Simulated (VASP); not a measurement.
AlAs (zinc blende): the LDA gap over mesh and path against the volume, with the cell scaled uniformly; LDA's own equilibrium is at 22.395 Å³/atom. VASP (PAW), 400 eV cut-off, 9×9×9 Γ-centred mesh, Gaussian smearing of 0.050 eV, potentials Al As.  Fit the value as a straight line in ln V.

| V (Å³/atom) | LDA gap over mesh and path (eV) |
|---|---|
| 20.38 | 1.142 |
| 21.051 | 1.206 |
| 21.723 | 1.264 |
| 22.395 | 1.318 |
| 23.067 | 1.367 |
| 23.739 | 1.412 |

Question: Fit the rows as the text says and predict the value at 19.708.

Answer: The slope against ln V is 1.77 eV, the volume deformation potential of this gap. The line misses the rows by up to 0.005 and gives 1.088 at 19.708. The run gave 1.072, -0.016 from the line.

Left out are failed runs and those whose mesh is unfit for this quantity.

The compound is AlAs in the zinc blende structure.
